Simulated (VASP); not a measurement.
All values below come from LDA (Ceperley-Alder, Perdew-Zunger), VASP's LDA PAW potentials (set 64) (plane waves; VASP).

A VASP calculation is set up with these files.

**POSCAR**
```
PbSe
1.0
  0.0000000000   3.0214032618   3.0214032618
  3.0214032618   0.0000000000   3.0214032618
  3.0214032618   3.0214032618   0.0000000000
Pb Se
1 1
Cartesian
  0.0000000000   0.0000000000   0.0000000000
  3.0214032618   3.0214032618   3.0214032618
```

INCAR:
```
# general
SYSTEM   =  PbSe
PREC     =  Accurate
ENCUT    =  520   # plane-wave cut-off (eV)
LREAL    =  F
LASPH    =  T   # aspherical one-centre terms

# electronic loop
EDIFF    =  1E-6   # SCF stop (eV)
NELM     =  100
ALGO     =  Normal   # blocked Davidson
LMAXMIX  =  4   # l cut-off of mixed one-centre charges

# smearing
ISMEAR   =  0
SIGMA    =  0.05

# ions
IBRION   =  2
NSW      =  60
ISIF     =  3   # ions, shape and volume
EDIFFG   =  -0.01   # ionic stop

# output
LWAVE    =  F
LCHARG   =  F
```

**KPOINTS**
```
Automatic mesh
0
Gamma
7 7 7
0 0 0
```

POTCAR, in this order: Pb_d Se (LDA.64 set). Program: vasp_std.

Predict the energy per atom (σ→0).

energy per atom (σ→0): -4.731 eV/atom

### OSZICAR
```
...
DAV:   6    -0.947280356679E+01    0.25267E+00   -0.67139E-01   846   0.692E+00    0.170E+00
DAV:   7    -0.946332373066E+01    0.94798E-02   -0.94689E-02   606   0.179E+00    0.865E-01
DAV:   8    -0.946193517934E+01    0.13886E-02   -0.86710E-03   644   0.118E+00    0.924E-02
DAV:   9    -0.946168296173E+01    0.25222E-03   -0.17733E-03   818   0.454E-01    0.419E-02
DAV:  10    -0.946168997259E+01   -0.70109E-05   -0.10551E-04   620   0.760E-02    0.145E-02
DAV:  11    -0.946168770443E+01    0.22682E-05   -0.17256E-05   720   0.461E-02    0.554E-03
DAV:  12    -0.946168757410E+01    0.13033E-06   -0.15529E-06   344   0.190E-02
   1 F= -.94616876E+01 E0= -.94616876E+01  d E =-.946169E+01
```

The compound is PbSe in the rock salt structure. It was relaxed first. The start is the result of an earlier pass.
